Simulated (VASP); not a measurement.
Computed with r2SCAN meta-GGA, VASP's PBE PAW potentials (set 64) (plane waves; VASP).

VASP ran on this input.

INCAR:
```
# general
SYSTEM =GaSb
PREC   =Accurate
ENCUT  =520
LREAL  =F
LASPH  =T

# electronic loop
EDIFF  =1E-6
NELM   =100
ALGO   =Normal
LMAXMIX=4
LMIXTAU=T

# smearing
ISMEAR =0
SIGMA  =0.05

# functional
METAGGA=R2SCAN

# ions
IBRION =2
NSW    =60
ISIF   =3
EDIFFG =-0.01

# output
LWAVE  =F
LCHARG =F
```

### KPOINTS
```
K-points
0
G
  7 7 7
```

POSCAR:
```
GaSb
1.0
  0.0000000000   3.0500000000   3.0500000000
  3.0500000000   0.0000000000   3.0500000000
  3.0500000000   3.0500000000   0.0000000000
Ga Sb
1 1
direct
  0.0000000000   0.0000000000   0.0000000000
  0.2500000000   0.2500000000   0.2500000000
```

POTCAR, in this order: Ga_d Sb (PBE.64 set). Program: vasp_std.

The run wrote:

**OSZICAR**
```
       N       E                     dE             d eps       ncg     rms          rms(c)
DAV:   1     0.483514966100E+02    0.48351E+02   -0.91754E+03   520   0.182E+03
DAV:   2    -0.336844748227E+02   -0.82036E+02   -0.80079E+02   595   0.320E+02
DAV:   3    -0.393142701911E+02   -0.56298E+01   -0.56079E+01   650   0.740E+01
DAV:   4    -0.394132392949E+02   -0.98969E-01   -0.98944E-01   573   0.111E+01
DAV:   5    -0.394160008585E+02   -0.27616E-02   -0.27615E-02   691   0.165E+00    0.294E+00
DAV:   6    -0.375500791517E+02    0.18659E+01   -0.41526E-01   570   0.116E+01    0.203E+00
DAV:   7    -0.376761667983E+02   -0.12609E+00   -0.39594E-01   580   0.829E+00    0.655E-01
DAV:   8    -0.375716160907E+02    0.10455E+00   -0.23978E-01   535   0.573E+00    0.196E-01
DAV:   9    -0.375874583048E+02   -0.15842E-01   -0.14477E-02   590   0.118E+00    0.241E-01
DAV:  10    -0.375875636841E+02   -0.10538E-03   -0.56207E-03   535   0.877E-01    0.566E-01
DAV:  11    -0.375912851713E+02   -0.37215E-02   -0.21192E-02   525   0.141E+00    0.627E-02
DAV:  12    -0.375889895822E+02    0.22956E-02   -0.19096E-03   545   0.414E-01    0.618E-02
DAV:  13    -0.375902556314E+02   -0.12660E-02   -0.34349E-04   565   0.194E-01    0.483E-02
DAV:  14    -0.375913224923E+02   -0.10669E-02   -0.88916E-04   525   0.242E-01    0.284E-02
DAV:  15    -0.375913200022E+02    0.24901E-05   -0.63414E-05   689   0.788E-02    0.124E-02
DAV:  16    -0.375913687923E+02   -0.48790E-04   -0.41429E-05   520   0.679E-02    0.374E-03
DAV:  17    -0.375913698287E+02   -0.10364E-05   -0.34729E-06   620   0.308E-02    0.801E-04
DAV:  18    -0.375913707144E+02   -0.88568E-06   -0.49207E-07   320   0.100E-02
   1 F= -.37591371E+02 E0= -.37591371E+02  d E =-.375914E+02
       N       E                     dE             d eps       ncg     rms          rms(c)
DAV:   1    -0.376827446321E+02   -0.91375E-01   -0.12634E+00   680   0.217E+01    0.171E+00
DAV:   2    -0.376134557579E+02    0.69289E-01   -0.12106E-01   650   0.689E+00    0.821E-01
DAV:   3    -0.375941886433E+02    0.19267E-01   -0.26762E-02   635   0.318E+00    0.163E-01
DAV:   4    -0.375904243455E+02    0.37643E-02   -0.90000E-03   535   0.141E+00    0.338E-02
DAV:   5    -0.375935861702E+02   -0.31618E-02   -0.20653E-03   520   0.525E-01    0.235E-02
DAV:   6    -0.375933714836E+02    0.21469E-03   -0.24089E-04   520   0.154E-01    0.116E-02
DAV:   7    -0.375935915695E+02   -0.22009E-03   -0.24450E-04   525   0.153E-01    0.735E-03
DAV:   8    -0.375936002888E+02   -0.87193E-05   -0.15956E-05   540   0.444E-02    0.392E-03
DAV:   9    -0.375936027563E+02   -0.24675E-05   -0.25111E-06   540   0.224E-02    0.177E-03
DAV:  10    -0.375936051632E+02   -0.24068E-05   -0.24801E-06   504   0.221E-02    0.932E-04
DAV:  11    -0.375936055137E+02   -0.35050E-06   -0.22760E-07   265   0.743E-03
   2 F= -.37593606E+02 E0= -.37593606E+02  d E =-.223480E-02
       N       E                     dE             d eps       ncg     rms          rms(c)
DAV:   1    -0.376033941846E+02   -0.97890E-02   -0.12721E-01   675   0.662E+00    0.557E-01
DAV:   2    -0.375961895404E+02    0.72046E-02   -0.13611E-02   665   0.244E+00    0.262E-01
DAV:   3    -0.375942810875E+02    0.19085E-02   -0.23753E-03   635   0.948E-01    0.579E-02
DAV:   4    -0.375939538886E+02    0.32720E-03   -0.80957E-04   548   0.404E-01    0.111E-02
DAV:   5    -0.375941974531E+02   -0.24356E-03   -0.15304E-04   520   0.138E-01    0.800E-03
DAV:   6    -0.375941692110E+02    0.28242E-04   -0.18895E-05   535   0.423E-02    0.342E-03
DAV:   7    -0.375941850942E+02   -0.15883E-04   -0.25169E-05   520   0.496E-02    0.230E-03
DAV:   8    -0.375941870241E+02   -0.19300E-05   -0.17848E-06   530   0.140E-02    0.108E-03
DAV:   9    -0.375941861222E+02    0.90189E-06   -0.19550E-07   265   0.617E-03
   3 F= -.37594186E+02 E0= -.37594186E+02  d E =-.281541E-02
```

File OUTCAR:
```
------------------------ aborting loop because EDIFF is reached ----------------------------------------
  FORCE on cell =-STRESS in cart. coord.  units (eV):
  Direction    XX          YY          ZZ          XY          YZ          ZX
  --------------------------------------------------------------------------------------
  Total        0.0156459      0.0156459      0.0156459      0.0000000      0.0000000     -0.0000000
  in kB        0.4343897      0.4343897      0.4343897      0.0000000      0.0000000     -0.0000000
  external PRESSURE =       0.4343897 kB  Pullay stress =       0.0000000 kB
  volume of cell :       57.71
      direct lattice vectors                 reciprocal lattice vectors
     0.000000000  3.067143912  3.067143912    -0.163018109  0.163018109  0.163018109
     3.067143912  0.000000000  3.067143912     0.163018109 -0.163018109  0.163018109
     3.067143912  3.067143912 -0.000000000     0.163018109  0.163018109 -0.163018109
  FREE ENERGIE OF THE ION-ELECTRON SYSTEM (eV)
  ---------------------------------------------------
  free  energy   TOTEN  =       -37.5941861222 eV

  energy  without entropy=      -37.5941861222  energy(sigma->0) =      -37.59418612

 reached required accuracy - stopping structural energy minimisation
```
(Selected blocks of OUTCAR.)

CONTCAR:
```
GaSb
   1.00000000000000
     0.0000000000000000    3.0671439120114554    3.0671439120114554
     3.0671439120114554    0.0000000000000000    3.0671439120114554
     3.0671439120114554    3.0671439120114554   -0.0000000000000000
  Ga              Sb
     1     1
Direct
     0.0000000000000000    0.0000000000000000    0.0000000000000000
     0.2500000000000000    0.2500000000000000    0.2500000000000000
```

The compound is GaSb in the zinc blende structure. This run relaxes it. Symmetry was kept, so distortions that lower it aren't found.
